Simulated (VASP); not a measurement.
Input of a VASP 6.6.1 run:

INCAR

```
PREC = Accurate
ENCUT = 520
EDIFF = 1E-6
ISMEAR = 0
SIGMA = 0.1
LREAL = F
LASPH = T
NELM = 150
ALGO = Normal
ISIF = 2
LWAVE = F
LCHARG = F
METAGGA = R2SCAN
LMIXTAU = T
KPAR = 8
```

File KPOINTS:

```
regular mesh
0
Gamma
  12 12 4
```

File POSCAR:

```
Al4B3P                                  
1.0
    3.1020533336      0.0000000000     -0.0000000000
   -1.5510266718      2.6864569977      0.0000000000
    0.0000000000     -0.0000000000     11.6528490874
  Al              B               P             
     4     3     1
Direct
     0.0000000000000000    0.0000000000000000    0.2741497285508362
     0.6666666699999979    0.3333333300000021    0.4921804219001908
     0.0000000000000000    0.0000000000000000    0.9826493606866841
     0.3333333300000021    0.6666666699999979    0.7996000241839025
     0.3333333300000021    0.6666666699999979    0.3847069854219270
     0.3333333300000021    0.6666666699999979    0.1153876489394782
     0.6666666699999979    0.3333333300000021    0.1189423296533596
     0.0000000000000000    0.0000000000000000    0.6516155606636189
```

Potentials or basis: VASP PAW PBE potentials, release 64 (Al, B, P).

Launch:

```sh
$ cat potpaw_PBE.64/Al/POTCAR potpaw_PBE.64/B/POTCAR potpaw_PBE.64/P/POTCAR > POTCAR
$ mpirun -np 8 vasp_std > vasp.out
```

Q: What does it give for the band gap on the k mesh?

A: None (metal or under the smearing width).

Q: Predict the largest force.

A: 0.116 eV/Å.

Q: Predict the pressure.

A: -2.3 GPa.

Forces on the atoms (eV/Å):
```
Al   0.000  0.000  0.116
Al   0.000  0.000 -0.010
Al   0.000  0.000 -0.003
Al   0.000  0.000 -0.096
B    0.000  0.000  0.014
B    0.000  0.000 -0.052
B    0.000  0.000 -0.015
P    0.000  0.000  0.045
```

Caveat: the PAW data sets were made with another functional, which shifts forces and pressure a little.
